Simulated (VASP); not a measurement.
OSZICAR of a VASP run on SnTe (rock salt):

### OSZICAR
```
       N       E                     dE             d eps       ncg     rms          rms(c)
DAV:   1     0.719601676560E+02    0.71960E+02   -0.85981E+03   812   0.140E+03
DAV:   2    -0.441022396770E+02   -0.11606E+03   -0.11405E+03   842   0.339E+02
DAV:   3    -0.535492811842E+02   -0.94470E+01   -0.94246E+01  1046   0.963E+01
DAV:   4    -0.537834547863E+02   -0.23417E+00   -0.23407E+00   924   0.167E+01
DAV:   5    -0.537935516739E+02   -0.10097E-01   -0.10097E-01  1172   0.321E+00    0.436E+00
DAV:   6    -0.506088137801E+02    0.31847E+01   -0.89811E-01   980   0.158E+01    0.334E+00
DAV:   7    -0.505009837437E+02    0.10783E+00   -0.74179E-01   812   0.910E+00    0.982E-01
DAV:   8    -0.506354573614E+02   -0.13447E+00   -0.61514E-01   812   0.616E+00    0.527E-01
DAV:   9    -0.506643081502E+02   -0.28851E-01   -0.21009E-02   896   0.110E+00    0.510E-01
DAV:  10    -0.506543885177E+02    0.99196E-02   -0.55421E-03   926   0.498E-01    0.687E-01
DAV:  11    -0.506807430160E+02   -0.26354E-01   -0.95901E-02   812   0.219E+00    0.159E-01
DAV:  12    -0.506836524387E+02   -0.29094E-02   -0.55956E-03   854   0.589E-01    0.119E-01
DAV:  13    -0.506824674182E+02    0.11850E-02   -0.75405E-04   896   0.243E-01    0.204E-01
DAV:  14    -0.506839931497E+02   -0.15257E-02   -0.25970E-03   812   0.505E-01    0.581E-02
DAV:  15    -0.506840380449E+02   -0.44895E-04   -0.61277E-05   974   0.662E-02    0.308E-02
DAV:  16    -0.506840501606E+02   -0.12116E-04   -0.72224E-06   490   0.288E-02    0.164E-02
DAV:  17    -0.506840678117E+02   -0.17651E-04   -0.86174E-06   546   0.317E-02    0.940E-03
DAV:  18    -0.506840708520E+02   -0.30403E-05   -0.71547E-06   406   0.263E-02
   1 F= -.50684071E+02 E0= -.50684032E+02  d E =-.506841E+02
```

Q: Which electronic solver shows in the log?

A: It is blocked Davidson (ALGO = Normal, or the opening steps of other solvers). The INCAR had ALGO = Normal.

Q: Can the final energy be trusted as converged?

A: The calculation finished and met its thresholds. It stopped with EDIFF = 1E-5, NELM = 100, NSW = 20 and EDIFFG = -0.03 after 1 ionic step (r2SCAN meta-GGA, plane waves, VASP's PBE PAW potentials (set 64)).

The compound is SnTe in the rock salt structure, which distorts at low temperature. It was relaxed first.
